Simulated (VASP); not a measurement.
An input for Ansatz (written as the equivalent of a VASP run, and not itself run):

Ansatz 0.2 input:
```yaml
crystal:
  lattice:
    - [3.8869783, -2.2014777, -0.0479140]
    - [3.8869783, 2.2014777, -0.0479140]
    - [2.6847266, 0.0000000, 3.5706644]
  atoms:
    - { symbol: Bi, position: [0.2411602, 0.2411602, 0.2411602] }
    - { symbol: Bi, position: [0.7588398, 0.7588398, 0.7588398] }
kpoints:
  mp_grid: { grid: [10, 10, 10] }
hamiltonian:
  xc: lda
  pseudopotentials: { kind: paw }
scf:
  occupations: { method: methfessel_paxton, width: 0.1 }
  max_iter: 100
relax:
  max_steps: 40
  f_tol: 0.02
  cell: { p_target: 5 }
output: { forces: true, stress: true, eigenvalues: true }
```

Translate this input to VASP (INCAR, KPOINTS, POSCAR, choice of POTCAR).

This is not unique; one that fits is 
File KPOINTS:
```
Regular mesh
0
Gamma
  10 10 10
0 0 0
```

POSCAR:
```
Bi
1.0
  3.8869783391  -2.2014777425  -0.0479139997
  3.8869783391   2.2014777425  -0.0479139997
  2.6847265718   0.0000000000   3.5706643575
Bi
2
Cartesian
  2.5222182907   0.0000000000   0.8379922797
  7.9364649593   0.0000000000   2.6368440784
```

### INCAR
```
LASPH = T   ! aspherical one-centre terms
NSW = 40
SIGMA = 0.1
LWAVE = F
ISIF = 3   ! ions, shape and volume
ENCUT = 500   ! plane-wave cut-off (eV)
PSTRESS = 50
LCHARG = F
NELM = 100
IBRION = 2
PREC = Accurate
ISMEAR = 1
EDIFFG = -0.02   ! ionic stop
SYSTEM = Bi
EDIFF = 1E-6
ALGO = Normal
LREAL = F   ! projection in real space or not
LMAXMIX = 4   ! l cut-off of mixed one-centre charges
```

POTCAR, in this order: Bi_d (LDA.64 set). Program: vasp_std.

The two are equivalent in intent, not identical: each code has its own PAW files, so the cut-off isn't converted (ENCUT is set for VASP's; basis.ecutwfc is left out, and Ansatz then takes the one that its files recommend); Ansatz stops its SCF on the density residual and VASP on the energy change (EDIFF); Ansatz's lda is the Perdew-Wang form, while the LDA potentials of VASP carry Perdew-Zunger's.

The compound is Bi in the a7 structure. This run relaxes it under an external pressure of 5 GPa. Symmetry was kept, so distortions that lower it aren't found.
